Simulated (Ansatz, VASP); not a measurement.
# Cross-check of Co (Cobalt) between VASP and Ansatz

Wanted: the spread between two codes on one cell, functional and k mesh. The cell is taken from a series of runs on this material, whose earlier steps may have relaxed, scaled, displaced or heated it; both programs get it as it stands.

Main program and level: Ansatz 0.2.0; plane waves, with VASP 6.6.1 beside it; single point at PBE.

### Step 1. The structure

The structure is hexagonal, space group P6_3/mmc (No. 194). The conventional cell has a = 2.507 Å, b = 2.507 Å, c = 4.070 Å, α = 90.00°, β = 90.00°, γ = 120.00°. Nearest to Co lie 12 Co at 2.50 to 2.51 Å.

Coordinates:

```cif
data_structure
_symmetry_space_group_name_H-M 'P6_3/mmc'
_symmetry_Int_Tables_number 194
_cell_length_a 2.5074
_cell_length_b 2.5074
_cell_length_c 4.0699
_cell_angle_alpha 90.000
_cell_angle_beta 90.000
_cell_angle_gamma 120.000
_cell_volume 22.16
loop_
_atom_site_label
_atom_site_type_symbol
_atom_site_symmetry_multiplicity
_atom_site_Wyckoff_symbol
_atom_site_fract_x
_atom_site_fract_y
_atom_site_fract_z
_atom_site_occupancy
Co1 Co 2 c 0.66667 0.33333 0.75000 1
```

### Step 2. Ansatz: single point, PBE

Ansatz runs on its default PAW (the set named soft_2) files.

With cell and atoms fixed, the geometry can't cause a difference; cores, projectors, grids and the points listed under the comparison can.

The input, input.yaml:

```yaml
crystal:
  lattice:
    - [2.5074, 0.0, 0.0]
    - [-1.2537, 2.1714720974, 0.0]
    - [0.0, 0.0, 4.0699]
  atoms:
    - { symbol: Co, position: [0.6666666667, 0.3333333333, 0.75], spin: 2.0 }
    - { symbol: Co, position: [0.3333333333, 0.6666666667, 0.25], spin: 2.0 }
magnetization:
  spin_polarized: true
kpoints:
  mp_grid: { grid: [11, 11, 6] }
  band_path:
    path:
      - [[0.0, 0.0, 0.0], [0.5, 0.0, 0.0], [0.33333333, 0.33333333, 0.0], [0.0, 0.0, 0.0], [0.0, 0.0, 0.5], [0.5, 0.0, 0.5], [0.33333333, 0.33333333, 0.5], [0.0, 0.0, 0.5]]
      - [[0.5, 0.0, 0.5], [0.5, 0.0, 0.0]]
      - [[0.33333333, 0.33333333, 0.0], [0.33333333, 0.33333333, 0.5]]
    npoints: 5
scf:
  occupations: { method: fermi_dirac, width: 0.05 }
  n_extra_bands: 8
hamiltonian:
  xc: pbe
  pseudopotentials: { kind: paw }
output:
  forces: true
  stress: true
  populations: true
  write_bands: true
```

The run is started by

```bash
> ansatz run input.yaml --threads 4 --pin off --max-ram 8192MiB --backend cpu --events-out ev --progress --plain --runs-dir out
```

Numbers of over 12 decimals in the logs are rounded to 6 here.

Log:

```text
scf.n_extra_bands = 8 over 17 filled bands (N_el = 34.0): the run solves 25 bands
Engine: ansatz 0.2.0, x86_64-unknown-linux-gnu
Pseudopotentials: kind: paw
Pseudopotential: Co, paw, valence charge 17, recommended cutoff 420 eV (normal), Co.paw.azcp
Functional definition: PBE
  parameter kappa = 0.804
  parameter beta = 0.066725
  exchange = pbe_x(kappa = kappa, mu = beta*pi^2/3)
  correlation = pbe_c(beta = beta)
Crystal: 2 atoms, lattice volume = 22.160 Å³
Basis set: ecut = 420 eV, 415 PW (Γ), exchange–correlation on 36×36×60 points (8 copies of the dense FFT grid, shifted against one another)
Bands: 25, of which v1, the nominal top of the filled ones, is band 17 counted from 1 (16 counted from 0)
Symmetry: 24 space group operations
Space group: P63/mmc (ITA 194), of the structure as read, at distance tolerance 2.8e-5 Å
Magnetic group: BNS 194.263 (UNI 1493), of the structure as read, at distance tolerance 2.8e-5 Å
k-points: 64 of 726
Non-local potential: Co, projectors of the file, l = 0: 3, l = 1: 2, l = 2: 3, l = 3: 1
PAW form: soft (Blöchl's): semilocal exchange-correlation on the pseudo side does not see the compensation charge
PAW one-centre angular grid: Co, 590 points (default); XC on 64 Gauss nodes
Initial density: superposition of atomic densities (chi_scale 0.1, normalization cell)
Starting moments: Σ|m| = 4 μB on 2 of 2 sites
Initial wavefunctions: pseudopotential atomic-orbital guess
Functional: x = pbe(κ = 0.804, μ = 0.219515), c = pbe(β = 0.066725)
SCF iter   1: F=—  HF=-10251.780885 eV  |F-HF|=—  |Δ(HF+E_count)|=         —  Δρ=8.05e-2 (↑6.12e-2 ↓8.05e-2)  dr2=2.49e0  dr2_m=5.29e-2  M=3.447 μB ∫|m|=3.611 μB  β_m=0.30  ethr=3.10e-3  ⟨swp⟩=5.6  Hψ=12395  notcnv=0  defer=25
Mixer restart at iter 1: flushing history
preconditioner: auto → none  [metal: Δε(μ)=0.041 eV  Ē_g=11.458 eV  σ=0.050 eV  W_gap=0.20  n_scr=8 (ndim 8)  ℏωp=33.5 eV  f_vac=0.000  D(μ)=1.93/eV (n_scr^D=22)  sad-step TF]
SCF iter   2: F=—  HF=-10251.010065 eV  |F-HF|=—  |Δ(HF+E_count)|=   7.71e-1  Δρ=2.94e-2 (↑1.18e-2 ↓2.94e-2)  dr2=1.42e-1  dr2_m=6.09e-2  M=3.490 μB ∫|m|=3.695 μB  β_m=0.34  ethr=3.10e-3  ⟨swp⟩=2.7  Hψ=5956  notcnv=0  defer=215
SCF iter   3: F=—  HF=-10251.513691 eV  |F-HF|=—  |Δ(HF+E_count)|=   5.04e-1  Δρ=1.57e-2 (↑1.57e-2 ↓8.04e-3)  dr2=2.20e-2  dr2_m=1.63e-2  M=3.407 μB ∫|m|=3.649 μB  β_m=0.49  ethr=4.17e-4  ⟨swp⟩=2.0  Hψ=4116  notcnv=0  defer=216
SCF iter   4: F=—  HF=-10252.016280 eV  |F-HF|=—  |Δ(HF+E_count)|=   5.03e-1  Δρ=1.52e-2 (↑1.27e-2 ↓1.52e-2)  dr2=8.00e-2  dr2_m=5.90e-3  M=3.283 μB ∫|m|=3.572 μB  β_m=0.64  ethr=6.47e-5  ⟨swp⟩=2.5  Hψ=5677  notcnv=0  defer=216
SCF iter   5: F=—  HF=-10252.271263 eV  |F-HF|=—  |Δ(HF+E_count)|=   2.55e-1  Δρ=2.21e-3 (↑2.21e-3 ↓1.61e-3)  dr2=3.41e-4  dr2_m=6.27e-4  M=3.170 μB ∫|m|=3.509 μB  β_m=0.71  ethr=6.47e-5  ⟨swp⟩=2.2  Hψ=6220  notcnv=0  defer=216
SCF iter   6: F=—  HF=-10252.304781 eV  |F-HF|=—  |Δ(HF+E_count)|=   3.35e-2  Δρ=1.77e-3 (↑1.77e-3 ↓2.60e-4)  dr2=3.80e-4  dr2_m=1.95e-4  M=3.142 μB ∫|m|=3.500 μB  β_m=0.86  ethr=1.00e-6  ⟨swp⟩=2.1  Hψ=6897  notcnv=0  defer=199
SCF iter   7: F=—  HF=-10252.306506 eV  |F-HF|=—  |Δ(HF+E_count)|=   1.72e-3  Δρ=1.24e-3 (↑8.27e-4 ↓1.24e-3)  dr2=5.42e-4  dr2_m=2.04e-5  M=3.139 μB ∫|m|=3.501 μB  β_m=0.82  ethr=1.00e-6  ⟨swp⟩=1.5  Hψ=3680  notcnv=0  defer=198
SCF iter   8: F=—  HF=-10252.306598 eV  |F-HF|=—  |Δ(HF+E_count)|=   9.21e-5  Δρ=3.61e-5 (↑3.61e-5 ↓2.86e-5)  dr2=1.88e-8  dr2_m=1.99e-7  M=3.137 μB ∫|m|=3.501 μB  β_m=0.91  ethr=1.00e-6  ⟨swp⟩=2.1  Hψ=4588  notcnv=0  defer=200
SCF iter   9: F=—  HF=-10252.306599 eV  |F-HF|=—  |Δ(HF+E_count)|=   5.82e-7  Δρ=2.89e-5 (↑1.68e-5 ↓2.89e-5)  dr2=2.10e-7  dr2_m=1.10e-8  M=3.137 μB ∫|m|=3.501 μB  β_m=0.96  ethr=5.53e-11  ⟨swp⟩=3.2  Hψ=6593  notcnv=0  defer=200
SCF iter  10: F=—  HF=-10252.306599 eV  |F-HF|=—  |Δ(HF+E_count)|=   4.96e-8  Δρ=2.75e-6 (↑2.75e-6 ↓1.90e-6)  dr2=9.18e-10  dr2_m=8.30e-10  M=3.137 μB ∫|m|=3.501 μB  β_m=0.96  ethr=5.53e-11  ⟨swp⟩=2.0  Hψ=5450  notcnv=0  defer=200
SCF iter  11: F=-10252.306599 eV  HF=-10252.306599 eV  |F-HF|=1.04e-10  |Δ(HF+E_count)|=   2.79e-9  Δρ=1.22e-6 (↑5.51e-7 ↓1.22e-6)  dr2=1.94e-10  dr2_m=1.20e-10  M=3.137 μB ∫|m|=3.501 μB  ethr=2.70e-12  ⟨swp⟩=5.2  Hψ=10666  notcnv=0
SCF 1 converged in 11 iterations: F = -10252.306599 eV  dr2 = 1.94e-10
  greatest PAW one-centre occupation: 1.001 electrons in one spin orbital (limit 2), on the Co atom at site 1 (counted from 0), in its partial waves of l = 1
NSCF: frozen V_eff on 48 k-points
SCF converged after 11 iterations
Magnetization: 3.1374 μB (18.5687 up, 15.4313 down)
Absolute magnetization: 3.5025 μB (∫|ρ↑−ρ↓|, with the PAW one-centre terms)
Spin contamination: 0.0599 ħ² per cell (⟨S²⟩ above its minimum at these occupations)
Per-site moments (μB) at R_I (Å): [(1.651482, 1.030153), (1.651482, 1.030153)]
Free energy (F): -10252.306599 eV
Harris-Foulkes:  -10252.306599 eV  (|F-HF|=1.04e-10)
Internal energy: -10252.292933 eV  (E = F + TS)
E sigma→0 (E₀):  -10252.299766 eV
Entropy (-TS):   -0.013665 eV (-6.833 meV/atom)
Fermi energy:    18.244282 eV
--- Per-component energies (eV) ---
  E_band       = -502.353366
  E_kinetic    = 906.101045
  E_local      = -5725.323460  (includes V_loc(G=0)·N_el)
  E_nonlocal   = 908.472072
  E_hartree    = 2397.539044
  E_xc         = -317.533011
  E_vxc        = -409.721763  (∫ρ·V_xc dr)
  E_paw        = -3030.274379  (= ΣΔE_a)
  E_vpaw       = -976.960789  (= ΣTr[D̂ρ^β])
  E_aug_tail   = 0.000160  (compensation charges beyond the density's cutoff)
  E_ewald      = -5391.274405
  E_smearing   = -0.013665  (= −TS)
  E_closure    = -0.000000  (closes the sum)
  Σ components = -10252.306599   (vs F -10252.306599, Δ=0.00e0)
--- Forces (eV/Å), atoms counted from 1 ---
  atom   1  Co     0.00000000     0.00000000     0.00000000
  atom   2  Co     0.00000000     0.00000000     0.00000000
  max |Σ_I F_I| component: 4.63e-18 eV/Å
--- Stress (GPa, compression-positive) ---
       -4.749268      -0.000000       0.000000
        0.000000      -4.749268       0.000000
        0.000000       0.000000      -5.606085
  P = ⅓ Tr σ = -5.0349 GPa (-50.349 kbar)
--- Band table (eV; the first three rows and the last of 128) ---
  k-point 0 ↑: bands = [... 13 lower, 15.9896, 15.9896, 16.3419, 16.3419, 17.4071, 17.4071, 18.0367, 24.3122, ... 4 higher]
  k-point 1 ↑: bands = [... 13 lower, 15.9194, 15.9194, 16.4975, 16.4975, 17.0787, 17.3900, 17.3900, 25.8317, ... 4 higher]
  k-point 2 ↑: bands = [... 13 lower, 15.7640, 15.7640, 15.7808, 16.8065, 16.8065, 17.3030, 17.3030, 29.0134, ... 4 higher]
  k-point 63 ↓: bands = [... 13 lower, 16.5019, 18.0825, 18.0825, 19.3196, 19.3196, 23.7668, 23.7668, 26.3476, ... 4 higher]
--- Löwdin populations: 2 sites ---
  site symbol       q [e]    m [muB]
     0     Co     16.7804     1.6375
     1     Co     16.7804     1.6375
  spilling = 0.012918 (of n_electrons = 34.000000)
```

### Step 3. VASP: single point, PBE

The same cell, functional, mesh and smearing now go to VASP, with its own data sets.

Lines of VASP's logs that name or quote its potential files are left out, and so is its time.

The input, INCAR:

```
SYSTEM = Co
PREC = Accurate
ENCUT = 600
EDIFF = 1E-06
NELM = 200
ISMEAR = -1
SIGMA = 0.05
LREAL = .FALSE.
ALGO = Normal
GGA = PE
NBANDS = 18
ISPIN = 2
MAGMOM = 1.65 1.65
LASPH = .TRUE.
LMAXMIX = 4
LORBIT = 11
LWAVE = .FALSE.
LCHARG = .FALSE.
ISIF = 2
GGA_COMPAT = .FALSE.
```

The input, POSCAR:

```
Co
1.0
    2.5074000000      0.0000000000      0.0000000000
   -1.2537000000      2.1714720974      0.0000000000
    0.0000000000      0.0000000000      4.0699000000
Co
2
Direct
    0.6666666666      0.3333333332      0.7500000000
    0.3333333332      0.6666666666      0.2500000000
```

The input, KPOINTS:

```
Automatic mesh
0
Gamma
11 11 6
0 0 0
```

PAW data sets: Co (PBE family, release 64).

The run is started by

```bash
> mpirun -np 1 vasp_std
```

Log:

```text
[banner, memory and clock lines left out]
running    1 mpi-ranks, on    1 nodes
 distrk:  each k-point on    1 cores,    1 groups
 distr:  one band on    1 cores,    1 groups

 POSCAR found type information on POSCAR Co
 POSCAR found :  1 types and       2 ions
 LDA part: xc-table for (Slater+PW92), standard interpolation
 POSCAR, INCAR and KPOINTS ok, starting setup
 FFT: planning ... GRIDC
 FFT: planning ... GRID_SOFT
 FFT: planning ... GRID
 WAVECAR not read
 entering main loop
       N       E                     dE             d eps       ncg     rms          rms(c)
DAV:   1     0.888609877200E+02    0.88861E+02   -0.89118E+03  4744   0.146E+03
DAV:   2    -0.124803284923E+02   -0.10134E+03   -0.92014E+02  4620   0.239E+02
DAV:   3    -0.161584496416E+02   -0.36781E+01   -0.35265E+01  5166   0.591E+01
DAV:   4    -0.162128262862E+02   -0.54377E-01   -0.54339E-01  5758   0.606E+00
DAV:   5    -0.162141977783E+02   -0.13715E-02   -0.13714E-02  5326   0.894E-01    0.145E+01
DAV:   6    -0.145531936529E+02    0.16610E+01   -0.95645E+00  4912   0.640E+01    0.756E+00
DAV:   7    -0.141049489176E+02    0.44824E+00   -0.15208E+00  5310   0.238E+01    0.373E+00
DAV:   8    -0.140874724117E+02    0.17477E-01   -0.17605E-02  6032   0.122E+00    0.169E+00
DAV:   9    -0.140734698392E+02    0.14003E-01   -0.27679E-03  7088   0.981E-01    0.502E-01
DAV:  10    -0.140725109082E+02    0.95893E-03   -0.18125E-03  6032   0.578E-01    0.221E-01
DAV:  11    -0.140726639979E+02   -0.15309E-03   -0.23263E-04  5976   0.187E-01    0.357E-02
DAV:  12    -0.140726655534E+02   -0.15555E-05   -0.88667E-06  5632   0.267E-02    0.166E-02
DAV:  13    -0.140726647186E+02    0.83482E-06   -0.16187E-06  3940   0.198E-02
   1 F= -.14072665E+02 E0= -.14066042E+02  d E =-.132449E-01  mag=     3.1280
```

OUTCAR, selected parts (step 3):

```text
ion  position               nearest neighbor table
   1  0.667  0.333  0.750-   2 2.50   2 2.50   2 2.50   2 2.50   2 2.50   2 2.50
   2  0.333  0.667  0.250-   1 2.50   1 2.50   1 2.50   1 2.50   1 2.50   1 2.50

  LATTYP: Found a hexagonal cell.
 ALAT       =     2.5074000000
 C/A-ratio  =     1.6231554598

 Subroutine GETGRP returns: Found 24 space group operations
 (whereof 12 operations were pure point group operations)

The static configuration has the point symmetry D_3d.
 The point group associated with its full space group is D_6h.

 Found     64 irreducible k-points:

   k-points           NKPTS =     64   k-points in BZ     NKDIM =     64   number of bands    NBANDS=     18

   dimension x,y,z NGX =    20 NGY =   20 NGZ =   36
   dimension x,y,z NGXF=    40 NGYF=   40 NGZF=   72

   ENCUT  =  600.0 eV  44.10 Ry    6.64 a.u.   5.01  5.01  8.13*2*pi/ulx,y,z

   NELECT =      18.0000    total number of electrons

 k-points in reciprocal lattice and weights: Automatic mesh
   0.00000000  0.00000000  0.00000000       0.001
   0.09090909  0.00000000  0.00000000       0.008
   0.18181818 -0.00000000  0.00000000       0.008
   0.27272727  0.00000000  0.00000000       0.008
   0.36363636  0.00000000  0.00000000       0.008
   0.45454545  0.00000000  0.00000000       0.008
   0.09090909  0.09090909  0.00000000       0.008
   0.18181818  0.09090909  0.00000000       0.017
   0.27272727  0.09090909  0.00000000       0.017
[...]
0.27272727  0.27272727  0.50000000       0.008
   0.36363636  0.27272727  0.50000000       0.008

 average (electrostatic) potential at core
       1 -78.5664       2 -78.5664

 E-fermi :   9.9690

 spin component 1
 k-point     1 :       0.0000    0.0000    0.0000
  band No.  band energies     occupation
    ...
      8       8.0786      1.00000
      9       8.0786      1.00000
     10       9.1302      1.00000
     11       9.1302      1.00000
     12       9.8737      0.87066
     13      16.0984      0.00000
     14      31.8183      0.00000
     15      34.2111      0.00000
     16      34.2111      0.00000
     17      34.8399      0.00000
    ...

 k-point     2 :       0.0909    0.0000    0.0000
  band No.  band energies     occupation
    ...
      7       7.8463      1.00000
      8       7.8904      1.00000
      9       7.9984      1.00000
     10       8.3315      1.00000
     11       9.1634      1.00000
     12      11.0561      0.00000
     13      16.1512      0.00000
     14      29.5628      0.00000
     15      31.9018      0.00000
     16      32.1150      0.00000
    ...

 k-point     3 :       0.1818   -0.0000    0.0000
  band No.  band energies     occupation
    ...
      7       7.9282      1.00000
      8       7.9443      1.00000
      9       7.9957      1.00000
     10       8.1661      1.00000
     11       9.2301      1.00000
     12      12.7868      0.00000
     13      16.3394      0.00000
     14      25.3795      0.00000
     15      29.3667      0.00000
     16      31.1018      0.00000
    ...

 k-point     4 :       0.2727    0.0000    0.0000
  band No.  band energies     occupation
    ...
      7       7.7860      1.00000
      8       8.4375      1.00000
      9       8.4506      1.00000
     10       8.6106      1.00000
     11       9.2879      1.00000
     12      14.7537      0.00000
     13      16.6916      0.00000
     14      21.4632      0.00000
     15      27.2310      0.00000
     16      28.8950      0.00000
    ...

 k-point     5 :       0.3636    0.0000    0.0000
  band No.  band energies     occupation
    ...
      7       7.6212      1.00000
      8       8.9340      1.00000
      9       9.0611      1.00000
     10       9.3089      1.00000
     11       9.3232      1.00000
     12      16.3236      0.00000
     13      16.8991      0.00000
     14      19.1005      0.00000
     15      25.6418      0.00000
     16      25.6753      0.00000
    ...

 k-point     6 :       0.4545    0.0000    0.0000
  band No.  band energies     occupation
    ...
      6       7.5071      1.00000
      7       7.7939      1.00000
      8       9.2300      1.00000
      9       9.3385      1.00000
     10       9.3669      0.99999
     11      10.7251      0.00000
     12      13.8942      0.00000
     13      18.9841      0.00000
     14      19.8053      0.00000
     15      23.0624      0.00000
    ...

  Total       -0.7372443     -0.7372443     -0.8740508     -0.0000000     -0.0000000     -0.0000000
  in kB      -53.3040758    -53.3040758    -63.1954228     -0.0000000     -0.0000000     -0.0000000
  external PRESSURE =     -56.6011915 kB  Pullay stress =       0.0000000 kB

  energy-cutoff  :      600.00
  volume of cell :       22.16
      direct lattice vectors                 reciprocal lattice vectors
     2.507400000  0.000000000  0.000000000     0.398819494  0.230258542  0.000000000
    -1.253700000  2.171472097  0.000000000     0.000000000  0.460517085  0.000000000
     0.000000000  0.000000000  4.069900000     0.000000000  0.000000000  0.245706283

 POSITION                                       TOTAL-FORCE (eV/Angst)
 -----------------------------------------------------------------------------------
      1.25370      0.72382      3.05242         0.000000      0.000000      0.000000
     -0.00000      1.44765      1.01747        -0.000000      0.000000      0.000000
 -----------------------------------------------------------------------------------
    total drift:                               -0.000000     -0.000000      0.000000

  FREE ENERGIE OF THE ION-ELECTRON SYSTEM (eV)
  ---------------------------------------------------
  free  energy   TOTEN  =       -14.0726647186 eV

  energy  without entropy=      -14.0594197752  energy(sigma->0) =      -14.06604225

 total charge
# of ion       s       p       d       tot
------------------------------------------
    1        0.478   0.500   7.256   8.234
    2        0.478   0.500   7.256   8.234
--------------------------------------------------
tot          0.955   1.001  14.511  16.467

 magnetization (x)
# of ion       s       p       d       tot
------------------------------------------
    1       -0.017  -0.058   1.666   1.591
    2       -0.017  -0.058   1.666   1.591
--------------------------------------------------
tot         -0.034  -0.116   3.333   3.183

[... 6 further parts left out ...]
```

The magnetic state follows from one typed start and may not be the lowest. The k-mesh is coarse for a metal.

### Step 4. Side by side

Known differences besides the potentials themselves: VASP starts from the moments at which Ansatz ended; the data sets hold 34 valence electrons in Ansatz (on its default PAW (the set named soft_2) files) and 18 in VASP; the cutoff is 420 eV in Ansatz and 600 eV in VASP; site moments are counted in spheres of each program's own size. Total energies have different zeros and are not compared.

Both answers:

```csv
quantity,Ansatz,VASP,difference
pressure (GPa),-5.03,-5.66,+0.63
total moment (μB),3.14,3.13,+0.01
moment on Co1 (μB),1.65,1.59,+0.06
moment on Co2 (μB),1.65,1.59,+0.06
```

### Step 5. Outcome

- difference in total moment (single point, PBE): 0.0094 μB
- difference in pressure (single point, PBE): 0.63 GPa

**Reading.** The difference in pressure is 0.63 GPa (single point, PBE), within the 1 GPa picked in this series as the mark of a large difference. The data sets hold unlike numbers of valence electrons (34 in Ansatz and 18 in VASP), so part of the differences comes from the potentials. Such differences can come from data sets, numerical settings and the points named under the comparisons, not from the functional's error against experiment.

[Lines on the potential files, build, host, timing and source positions are cut from VASP's logs without a mark.]

[Logs are printed without paths, hosts, clocks, repeated set-up lines and the standing remarks that a program may print on its own settings, such as how far it seeks lower states.]

[Hosts, paths, dates, database ids (printed as entryN), source tags and the programs' standing remarks are cut or masked in the printed files.]
